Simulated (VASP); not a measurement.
# Vibrations of MgO at several levels of theory

How much do the zone-centre frequencies of MgO depend on the functional? The starting structure is a measured crystal structure from the Crystallography Open Database.

Program: VASP 6.6.1. Level of theory: Kohn-Sham DFT with plane waves and PAW; LDA, PBEsol, PBE, PBEsol + D3(BJ), r2SCAN, r2SCAN + rVV10 and HSE06. Results are calculated unless marked as measured.

## 1. Starting point

Symmetry: Fm-3m, No. 225, cubic system. Conventional cell: a = 4.210 Å, b = 4.210 Å, c = 4.210 Å, α = 90.00°, β = 90.00°, γ = 90.00°. Nearest to Mg lie 6 O at 2.11 Å. O has 6 Mg at 2.11 Å nearest. Farther neighbours and most contacts between anions are not listed.

Structure file:

```xyz
2
Lattice="0.0000 2.1052 2.1052 2.1052 0.0000 2.1052 2.1052 2.1052 0.0000" Properties=species:S:1:pos:R:3 pbc="T T T"
Mg    0.0000    0.0000    0.0000
O     2.1052    2.1052    2.1052
```

## 2. Modes with LDA

LDA, the lowest rung, knows the local density alone. The cell comes from a relaxation at this level, not shown (17.82 Å³).

INCAR reads:

```
SYSTEM = MgO
PREC = Accurate
ENCUT = 520
EDIFF = 1E-08
NELM = 100
ISMEAR = 0
SIGMA = 0.03
LREAL = .FALSE.
ALGO = Normal
GGA = CA
NBANDS = 10
LORBIT = 11
LWAVE = .FALSE.
LCHARG = .FALSE.
KPAR = 2
IBRION = 8
LEPSILON = .TRUE.
ISIF = 2
```

POSCAR reads:

```
MgO
1.0
    0.0000000000      2.0730402907      2.0730402907
    2.0730402907      0.0000000000      2.0730402907
    2.0730402907      2.0730402907      0.0000000000
Mg O
1 1
Direct
    0.0000000000      0.0000000000      0.0000000000
    0.5000000000      0.5000000000      0.5000000000
```

KPOINTS reads:

```
Automatic mesh
0
Gamma
8 8 8
0 0 0
```

PAW data sets: Mg and O (LDA family, release 64).

Command:

```
$ mpirun -np 2 vasp_std
```

Output:

```text
[banner, memory and clock lines left out]
running    2 mpi-ranks, on    1 nodes
 distrk:  each k-point on    1 cores,    2 groups
 distr:  one band on    1 cores,    1 groups

 POSCAR found type information on POSCAR MgO
 POSCAR found :  2 types and       2 ions
 LDA part: xc-table for (Slater(with rela. corr.)+CA(PZ))
 , standard interpolation
 POSCAR, INCAR and KPOINTS ok, starting setup
 FFT: planning ... GRIDC
 FFT: planning ... GRID_SOFT
 FFT: planning ... GRID
 WAVECAR not read
 entering main loop
       N       E                     dE             d eps       ncg     rms          rms(c)
DAV:   1     0.101423135144E+02    0.10142E+02   -0.46985E+03   684   0.712E+02
DAV:   2    -0.144946417465E+02   -0.24637E+02   -0.23603E+02   648   0.134E+02
DAV:   3    -0.150314601054E+02   -0.53682E+00   -0.53645E+00   662   0.176E+01
DAV:   4    -0.150326121757E+02   -0.11521E-02   -0.11521E-02   652   0.935E-01
DAV:   5    -0.150326151785E+02   -0.30028E-05   -0.30028E-05   638   0.460E-02    0.710E+00
DAV:   6    -0.135074406669E+02    0.15252E+01   -0.87686E+00   584   0.177E+01    0.219E+00
DAV:   7    -0.134692525900E+02    0.38188E-01   -0.50051E-02   620   0.219E+00    0.127E+00
DAV:   8    -0.134457679505E+02    0.23485E-01   -0.26012E-02   584   0.181E+00    0.186E-01
DAV:   9    -0.134455871589E+02    0.18079E-03   -0.18867E-04   666   0.114E-01    0.125E-01
DAV:  10    -0.134454758135E+02    0.11135E-03   -0.26254E-04   608   0.151E-01    0.789E-03
DAV:  11    -0.134454750063E+02    0.80721E-06   -0.40122E-06   630   0.119E-02    0.292E-03
DAV:  12    -0.134454750068E+02   -0.59396E-09   -0.14934E-07   636   0.280E-03    0.592E-04
DAV:  13    -0.134454750060E+02    0.87908E-09   -0.37997E-09   356   0.701E-04
   1 F= -.13445475E+02 E0= -.13445475E+02  d E =-.466123E-13
 Linear response reoptimize wavefunctions to high precision
DAV:   1    -0.134454750069E+02   -0.91984E-09   -0.13578E-10   356   0.120E-04
DAV:   2    -0.134454750069E+02    0.37403E-10   -0.90079E-12   320   0.297E-05
 Linear response G [H, r] |phi>, progress :
  Direction:   1
       N       E                     dE             d eps       ncg     rms
RMM:   1    -0.326183284808E+02   -0.32618E+02    0.90069E+00  1265   0.499E+01
RMM:   2    -0.304016376225E+02    0.22167E+01   -0.61653E-01   930   0.641E+00
RMM:   3    -0.304028763344E+02   -0.12387E-02   -0.25148E-03   979   0.345E-01
RMM:   4    -0.304029185304E+02   -0.42196E-04   -0.44632E-05  1032   0.285E-02
RMM:   5    -0.304029191564E+02   -0.62595E-06   -0.36827E-07  1046   0.250E-03
RMM:   6    -0.304029191667E+02   -0.10293E-07   -0.10989E-07   947   0.410E-04
RMM:   7    -0.304029191514E+02    0.15269E-07    0.29205E-08   777   0.243E-04
RMM:   8    -0.304029191514E+02   -0.26709E-10   -0.93259E-09   771   0.231E-04
 Linear response G [H, r] |phi>, progress :
  Direction:   2
       N       E                     dE             d eps       ncg     rms
RMM:   1    -0.305745381085E+02   -0.30575E+02    0.16739E+01  1255   0.494E+01
RMM:   2    -0.300651125755E+02    0.50943E+00   -0.69076E-01   925   0.683E+00
RMM:   3    -0.300665521950E+02   -0.14396E-02   -0.18832E-03   971   0.337E-01
RMM:   4    -0.300665922726E+02   -0.40078E-04   -0.47366E-05  1028   0.290E-02
RMM:   5    -0.300665929671E+02   -0.69443E-06   -0.10721E-07  1042   0.275E-03
RMM:   6    -0.300665929781E+02   -0.11033E-07    0.17883E-07   929   0.491E-04
RMM:   7    -0.300665929951E+02   -0.17035E-07    0.25566E-09   780   0.313E-04
RMM:   8    -0.300665929951E+02    0.56488E-11    0.10061E-09   764   0.301E-04
 Linear response G [H, r] |phi>, progress :
  Direction:   3
       N       E                     dE             d eps       ncg     rms
RMM:   1    -0.276006088370E+02   -0.27601E+02    0.55632E+01  1184   0.487E+01
RMM:   2    -0.255581181356E+02    0.20425E+01   -0.47766E-01   915   0.561E+00
RMM:   3    -0.255597217999E+02   -0.16037E-02   -0.28420E-03   958   0.324E-01
RMM:   4    -0.255597561035E+02   -0.34304E-04   -0.40616E-05   997   0.268E-02
RMM:   5    -0.255597563891E+02   -0.28563E-06   -0.33383E-07   981   0.232E-03
RMM:   6    -0.255597563911E+02   -0.19790E-08   -0.62821E-08   853   0.435E-04
 Linear response to external field (no local field effect), progress :
  Direction:   1
       N       E                     dE             d eps       ncg     rms          rms(c)
RMM:   1    -0.125145361893E+00   -0.12515E+00   -0.37219E-01  1252   0.174E+00
RMM:   2    -0.124906493870E+00    0.23887E-03   -0.91839E-04   904   0.213E-01
RMM:   3    -0.124909711023E+00   -0.32172E-05   -0.20405E-06   936   0.104E-02
RMM:   4    -0.124909719458E+00   -0.84355E-08   -0.78042E-09   933   0.658E-04
 change of polarisation eV/A/(eV/A) component  1 :     0.250     0.080     0.023
 dielectric tensor                  component  1 :     3.537     0.817     0.238
 Linear response to external field (no local field effect), progress :
  Direction:   2
       N       E                     dE             d eps       ncg     rms          rms(c)
RMM:   1    -0.125045195139E+00   -0.12505E+00   -0.37721E-01  1243   0.173E+00
RMM:   2    -0.124884956149E+00    0.16024E-03   -0.97257E-04   897   0.218E-01
RMM:   3    -0.124888866467E+00   -0.39103E-05   -0.23427E-06   946   0.109E-02
RMM:   4    -0.124888877589E+00   -0.11122E-07   -0.93088E-09   927   0.699E-04
[...]
Direction:   3
       N       E                     dE             d eps       ncg     rms          rms(c)
RMM:   1    -0.763354443718E-01   -0.76335E-01   -0.18546E-01  1212   0.134E+00
RMM:   2    -0.765678665236E-01   -0.23242E-03   -0.54764E-04   906   0.156E-01
RMM:   3    -0.765694182288E-01   -0.15517E-05   -0.12675E-06   928   0.755E-03
RMM:   4    -0.765694233883E-01   -0.51595E-08   -0.53690E-09   876   0.500E-04
 change of polarisation eV/A/(eV/A) component  3 :     0.023    -0.035     0.153
 dielectric tensor                  component  3 :     0.238    -0.352     2.555
 Linear response to external field, progress :
  Direction:   1
       N       E                     dE             d eps       ncg     rms          rms(c)
RMM:   1    -0.108992680559E+00   -0.10899E+00   -0.31313E-01  2476   0.160E+00
RMM:   2    -0.108786402401E+00    0.20628E-03   -0.80333E-04  1824   0.192E-01    0.518E-01
RMM:   3    -0.106119781338E+00    0.26666E-02   -0.11690E-03  1815   0.260E-01    0.304E-01
RMM:   4    -0.109949336313E+00   -0.38296E-02   -0.19999E-03  1819   0.352E-01    0.252E-02
RMM:   5    -0.110288409607E+00   -0.33907E-03   -0.17744E-05  1915   0.379E-02    0.482E-03
RMM:   6    -0.110343487657E+00   -0.55078E-04   -0.94912E-08  1954   0.274E-03    0.198E-03
RMM:   7    -0.110351810534E+00   -0.83229E-05   -0.35845E-08  1902   0.151E-03    0.148E-04
RMM:   8    -0.110352746481E+00   -0.93595E-06   -0.10040E-09  1882   0.252E-04    0.449E-05
RMM:   9    -0.110352678643E+00    0.67838E-07   -0.59748E-11  1287   0.489E-05    0.563E-06
 change of polarisation eV/A/(eV/A) component  1 :     0.206     0.052     0.016
 dielectric tensor                  component  1 :     3.095     0.526     0.161
 Linear response to external field, progress :
  Direction:   2
       N       E                     dE             d eps       ncg     rms          rms(c)
RMM:   1    -0.108763100249E+00   -0.10876E+00   -0.31083E-01  2496   0.161E+00
RMM:   2    -0.108786460700E+00   -0.23360E-04   -0.81750E-04  1830   0.196E-01    0.518E-01
RMM:   3    -0.106119712493E+00    0.26667E-02   -0.11673E-03  1818   0.260E-01    0.304E-01
RMM:   4    -0.109949286983E+00   -0.38296E-02   -0.19972E-03  1822   0.352E-01    0.252E-02
RMM:   5    -0.110288365219E+00   -0.33908E-03   -0.17629E-05  1911   0.378E-02    0.481E-03
RMM:   6    -0.110343620617E+00   -0.55255E-04   -0.95042E-08  1962   0.274E-03    0.198E-03
RMM:   7    -0.110351716364E+00   -0.80957E-05   -0.35778E-08  1900   0.151E-03    0.150E-04
RMM:   8    -0.110352797735E+00   -0.10814E-05   -0.10380E-09  1892   0.258E-04    0.468E-05
RMM:   9    -0.110352717979E+00    0.79755E-07   -0.63326E-11  1292   0.521E-05    0.555E-06
 change of polarisation eV/A/(eV/A) component  2 :     0.042     0.206    -0.010
 dielectric tensor                  component  2 :     0.431     3.095    -0.103
 Linear response to external field, progress :
  Direction:   3
       N       E                     dE             d eps       ncg     rms          rms(c)
RMM:   1    -0.108770221486E+00   -0.10877E+00   -0.31090E-01  2496   0.161E+00
RMM:   2    -0.108786455764E+00   -0.16234E-04   -0.81782E-04  1830   0.196E-01    0.518E-01
RMM:   3    -0.106119752484E+00    0.26667E-02   -0.11678E-03  1817   0.260E-01    0.304E-01
RMM:   4    -0.109949355397E+00   -0.38296E-02   -0.19983E-03  1821   0.352E-01    0.252E-02
RMM:   5    -0.110288368492E+00   -0.33901E-03   -0.17664E-05  1911   0.378E-02    0.481E-03
RMM:   6    -0.110343547885E+00   -0.55179E-04   -0.95004E-08  1960   0.274E-03    0.198E-03
RMM:   7    -0.110351802372E+00   -0.82545E-05   -0.35748E-08  1900   0.151E-03    0.150E-04
RMM:   8    -0.110352795492E+00   -0.99312E-06   -0.10566E-09  1907   0.257E-04    0.467E-05
RMM:   9    -0.110352683870E+00    0.11162E-06   -0.19030E-10  1293   0.514E-05    0.559E-06
 change of polarisation eV/A/(eV/A) component  3 :     0.004     0.024     0.206
 dielectric tensor                  component  3 :     0.045     0.242     3.095
 Linear response DOF=           2
 Linear response progress:
  Degree of freedom:   1/  2
       N       E                     dE             d eps       ncg     rms          rms(c)
RMM:   1    -0.222340167460E-02   -0.22234E-02    0.73714E-05  2424   0.523E-01
RMM:   2    -0.217900568726E-02    0.44396E-04   -0.13929E-04  1795   0.822E-02    0.365E-02
RMM:   3    -0.215088527813E-02    0.28120E-04   -0.16926E-05  1864   0.290E-02    0.187E-02
RMM:   4    -0.214998203987E-02    0.90324E-06   -0.14273E-05  1862   0.260E-02    0.331E-03
RMM:   5    -0.215036755348E-02   -0.38551E-06   -0.13728E-07  1870   0.288E-03    0.300E-04
RMM:   6    -0.215038303526E-02   -0.15482E-07   -0.55981E-10  1883   0.198E-04    0.130E-04
RMM:   7    -0.215032832744E-02    0.54708E-07   -0.20056E-10  1912   0.119E-04    0.118E-05
RMM:   8    -0.215034286111E-02   -0.14534E-07   -0.55756E-12  1940   0.125E-05    0.282E-06
RMM:   9    -0.215034254251E-02    0.31859E-09   -0.28235E-12  1787   0.481E-06    0.384E-07
 first order change of Fermi-energy   0.68266E-02
 force on displaced ion       1 direction 1 :  -6.364   0.000   0.000
 Born effective charge ion    1 direction 1 :   1.948   0.000   0.000
 Linear response progress:
  Degree of freedom:   2/  2
       N       E                     dE             d eps       ncg     rms          rms(c)
RMM:   1    -0.347831752107E+00   -0.34783E+00    0.39102E-01  2091   0.425E+00
RMM:   2    -0.348877505887E+00   -0.10458E-02   -0.15505E-03  1838   0.314E-01    0.135E-01
RMM:   3    -0.350260092201E+00   -0.13826E-02   -0.37985E-04  1769   0.141E-01    0.714E-02
RMM:   4    -0.352372271205E+00   -0.21122E-02   -0.38088E-04  1662   0.145E-01    0.174E-02
RMM:   5    -0.352385674921E+00   -0.13404E-04   -0.46848E-06  1939   0.204E-02    0.135E-03
RMM:   6    -0.352387484856E+00   -0.18099E-05   -0.34673E-08  1942   0.169E-03    0.777E-04
RMM:   7    -0.352382932874E+00    0.45520E-05   -0.21275E-09  1956   0.341E-04    0.529E-05
RMM:   8    -0.352382826972E+00    0.10590E-06   -0.98085E-10  2025   0.716E-05    0.150E-05
RMM:   9    -0.352382868942E+00   -0.41970E-07   -0.95344E-10  2033   0.362E-05    0.238E-06
RMM:  10    -0.352382867750E+00    0.11923E-08   -0.92599E-10  1597   0.277E-05    0.443E-07
 first order change of Fermi-energy  -0.52641E-02
 force on displaced ion       2 direction 1 :  -6.361   0.000   0.000
 Born effective charge ion    2 direction 1 :  -1.949   0.000   0.000
 Born effective charges drift removed
 Linear response finished
```

Run time: 50 s. Hardware: 2 MPI ranks of Intel Xeon Platinum 8488C (Sapphire Rapids), shared host; peak memory 0.31 GiB; 80 s of CPU time.

Lines that name or quote the potential files are left out of all logs, and their timing lines are given in words.

Parts of OUTCAR (step 2):

```text
ion  position               nearest neighbor table
   1  0.000  0.000  0.000-   2 2.07   2 2.07   2 2.07   2 2.07   2 2.07   2 2.07
   2  0.500  0.500  0.500-   1 2.07   1 2.07   1 2.07   1 2.07   1 2.07   1 2.07

  LATTYP: Found a face centered cubic cell.
 ALAT       =     4.1460805814

 Subroutine GETGRP returns: Found 48 space group operations
 (whereof 48 operations were pure point group operations)

The static configuration has the point symmetry O_h .

 Found     29 irreducible k-points:

   k-points           NKPTS =     29   k-points in BZ     NKDIM =     29   number of bands    NBANDS=     10

   dimension x,y,z NGX =    24 NGY =   24 NGZ =   24
   dimension x,y,z NGXF=    48 NGYF=   48 NGZF=   48

   ENCUT  =  520.0 eV  38.22 Ry    6.18 a.u.   5.45  5.45  5.45*2*pi/ulx,y,z

   NELECT =       8.0000    total number of electrons

 k-points in reciprocal lattice and weights: Automatic mesh
   0.00000000  0.00000000  0.00000000       0.002
   0.12500000  0.00000000  0.00000000       0.016
   0.25000000  0.00000000  0.00000000       0.016
   0.37500000  0.00000000  0.00000000       0.016
   0.50000000  0.00000000  0.00000000       0.008
   0.12500000  0.12500000  0.00000000       0.012
   0.25000000  0.12500000  0.00000000       0.047
   0.37500000  0.12500000  0.00000000       0.047
   0.50000000  0.12500000  0.00000000       0.047
[...]
-0.37500000  0.50000000  0.12500000       0.023
  -0.25000000  0.50000000  0.25000000       0.012

 average (electrostatic) potential at core
       1 -34.6026       2 -70.3936

  Total       -0.0016707     -0.0016707     -0.0016707     -0.0000000     -0.0000000      0.0000000
  in kB       -0.1502319     -0.1502319     -0.1502319     -0.0000000     -0.0000000      0.0000000
  external PRESSURE =      -0.1502319 kB  Pullay stress =       0.0000000 kB

  energy-cutoff  :      520.00
  volume of cell :       17.82
      direct lattice vectors                 reciprocal lattice vectors
     0.000000000  2.073040291  2.073040291    -0.241191646  0.241191646  0.241191646
     2.073040291  0.000000000  2.073040291     0.241191646 -0.241191646  0.241191646
     2.073040291  2.073040291  0.000000000     0.241191646  0.241191646 -0.241191646

 POSITION                                       TOTAL-FORCE (eV/Angst)
 -----------------------------------------------------------------------------------
      0.00000      0.00000      0.00000         0.000000      0.000000     -0.000000
      2.07304      2.07304      2.07304        -0.000000     -0.000000      0.000000
 -----------------------------------------------------------------------------------
    total drift:                               -0.000000     -0.000000      0.000000

 MACROSCOPIC STATIC DIELECTRIC TENSOR (including local field effects in DFT)
 ------------------------------------------------------
           3.095429     0.000000     0.000000
          -0.000000     3.095429     0.000000
          -0.000000    -0.000000     3.095429
 ------------------------------------------------------

 PIEZOELECTRIC TENSOR (including local field effects)  for field in x, y, z        (C/m^2)
          XX          YY          ZZ          XY          YZ          ZX
  --------------------------------------------------------------------------------
  x     0.00000     0.00000     0.00000     0.00000     0.00000     0.00000
  y     0.00000     0.00000     0.00000     0.00000     0.00000     0.00000
  z     0.00000     0.00000     0.00000     0.00000     0.00000     0.00000

 BORN EFFECTIVE CHARGES (including local field effects) (in |e|, cummulative output)
 ---------------------------------------------------------------------------------
 ion    1
    1     1.94889     0.00000    -0.00000
    2     0.00000     1.94889    -0.00000
    3    -0.00000     0.00000     1.94889
 ion    2
    1    -1.94889    -0.00000     0.00000
    2    -0.00000    -1.94889     0.00000
    3     0.00000    -0.00000    -1.94889

 Eigenvectors and eigenvalues of the dynamical matrix
 ----------------------------------------------------

   1 f  =   12.694757 THz    79.763511 2PiTHz  423.451513 cm-1    52.501273 meV
             X         Y         Z           dx          dy          dz
      0.000000  0.000000  0.000000     0.000000    0.630133    0.000000
      2.073040  2.073040  2.073040     0.000000   -0.776487    0.000000

   2 f  =   12.694757 THz    79.763511 2PiTHz  423.451513 cm-1    52.501273 meV
             X         Y         Z           dx          dy          dz
      0.000000  0.000000  0.000000    -0.630133    0.000000    0.000000
      2.073040  2.073040  2.073040     0.776487    0.000000    0.000000

   3 f  =   12.694757 THz    79.763511 2PiTHz  423.451513 cm-1    52.501273 meV
             X         Y         Z           dx          dy          dz
      0.000000  0.000000  0.000000     0.000000    0.000000   -0.630133
      2.073040  2.073040  2.073040     0.000000    0.000000    0.776487

   4 f/i=    0.001222 THz     0.007676 2PiTHz    0.040750 cm-1     0.005052 meV
             X         Y         Z           dx          dy          dz
      0.000000  0.000000  0.000000     0.776487    0.000000    0.000000
      2.073040  2.073040  2.073040     0.630133    0.000000    0.000000

   5 f/i=    0.001222 THz     0.007676 2PiTHz    0.040750 cm-1     0.005052 meV
             X         Y         Z           dx          dy          dz
      0.000000  0.000000  0.000000     0.000000   -0.776487    0.000000
      2.073040  2.073040  2.073040     0.000000   -0.630133    0.000000

   6 f/i=    0.001222 THz     0.007676 2PiTHz    0.040750 cm-1     0.005052 meV
             X         Y         Z           dx          dy          dz
      0.000000  0.000000  0.000000     0.000000    0.000000    0.776487
      2.073040  2.073040  2.073040     0.000000    0.000000    0.630133

 MACROSCOPIC STATIC DIELECTRIC TENSOR IONIC CONTRIBUTION
 ------------------------------------------------------
           6.062686     0.000000    -0.000000
           0.000000     6.062686    -0.000000
          -0.000000    -0.000000     6.062686
 ------------------------------------------------------

 ELASTIC MODULI CONTR FROM IONIC RELAXATION (kBar)
 Direction    XX          YY          ZZ          XY          YZ          ZX
 --------------------------------------------------------------------------------
 XX           0.0000      0.0000      0.0000      0.0000      0.0000      0.0000
 YY           0.0000      0.0000      0.0000      0.0000      0.0000      0.0000
 ZZ           0.0000      0.0000      0.0000      0.0000      0.0000      0.0000
 XY           0.0000      0.0000      0.0000      0.0000      0.0000      0.0000
 YZ           0.0000      0.0000      0.0000      0.0000      0.0000      0.0000
 ZX           0.0000      0.0000      0.0000      0.0000      0.0000      0.0000
 --------------------------------------------------------------------------------

 PIEZOELECTRIC TENSOR IONIC CONTR  for field in x, y, z        (C/m^2)
          XX          YY          ZZ          XY          YZ          ZX
  --------------------------------------------------------------------------------
  x     0.00000     0.00000     0.00000     0.00000     0.00000     0.00000
  y     0.00000     0.00000     0.00000     0.00000     0.00000     0.00000
  z     0.00000     0.00000     0.00000     0.00000     0.00000     0.00000
```

Energies printed during the response cycles are not total energies of the cell.

LDA: the zone-centre mode is T1u 423.5 cm⁻¹.

(Continued in part 2 of 3.)

[Lines on the potential files, build, host, timing and source positions are cut from VASP's logs without a mark.]

[Logs are printed without paths, hosts, clocks, repeated set-up lines and the standing remarks that a program may print on its own settings, such as how far it seeks lower states.]

[Hosts, paths, dates, database ids (printed as entryN), source tags and the programs' standing remarks are cut or masked in the printed files.]
